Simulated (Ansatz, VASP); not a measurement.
Si: VASP beside Ansatz

The input INCAR:

```
PREC = Accurate
ENCUT = 520
EDIFF = 1E-6
ISMEAR = 0
SIGMA = 0.15
LREAL = F
LASPH = T
NELM = 80
ALGO = Normal
ISIF = 2
LWAVE = F
LCHARG = F
NBANDS = 11
```

Contents of KPOINTS:

```
Automatic mesh
0
Gamma
  20 20 20
```

File POSCAR:

```
Si
1.0
   -2.4662271967      2.4662271967      1.2229241587
    2.4662271967     -2.4662271967      1.2229241587
    2.4662271967      2.4662271967     -1.2229241587
Si
2
Direct
    0.2500000000      0.7500000000      0.5000000000
    0.5000000000      0.5000000000      0.0000000000
```

Input for Ansatz:

```yaml
crystal:
  lattice:
    - [-2.4662271967, 2.4662271967, 1.2229241587]
    - [2.4662271967, -2.4662271967, 1.2229241587]
    - [2.4662271967, 2.4662271967, -1.2229241587]
  atoms:
    - { symbol: Si, position: [0.25, 0.75, 0.5] }
    - { symbol: Si, position: [0.5, 0.5, 0.0] }
basis:
  ecutwfc: 420
kpoints:
  mp_grid: { grid: [20, 20, 20] }
hamiltonian:
  xc: lda
scf:
  occupations: { method: gaussian, width: 0.15 }
output:
  forces: true
  stress: true
  eigenvalues: true
  write_density: true
  write_potential: true
  elf: true
  volumetric_format: npy
```

Change from the starting cell: strain +0.040 along x and y, -0.080 along z, atoms carried along.

Alike in both runs: task single point; functional LDA; k mesh 20 × 20 × 20; occupations gaussian, width 0.15 eV; no spin polarisation.

|  | VASP | Ansatz |
| --- | --- | --- |
| version | VASP 6.6.1 | Ansatz 0.2.0 |
| potentials or method | VASP PAW LDA potentials, release 64 (Si) | scalar-relativistic, plane waves, PAW |
| plane-wave cutoff (eV) | 520 | 420 |
| valence electrons in the cell | 8 | 8 |

Ansatz gave:

```
gap on the k mesh at the Fermi level (eV)       : none
pressure (GPa)                                  : 0.3
largest component of the traceless stress (GPa) : 10.29
```

**Question.** Estimate VASP's values.

**Answer.** gap on the k mesh at the Fermi level (eV): none; pressure (GPa): 0.4; largest component of the traceless stress (GPa): 10.32.

A gap of «none» marks a metal or a gap that the smearing closes.
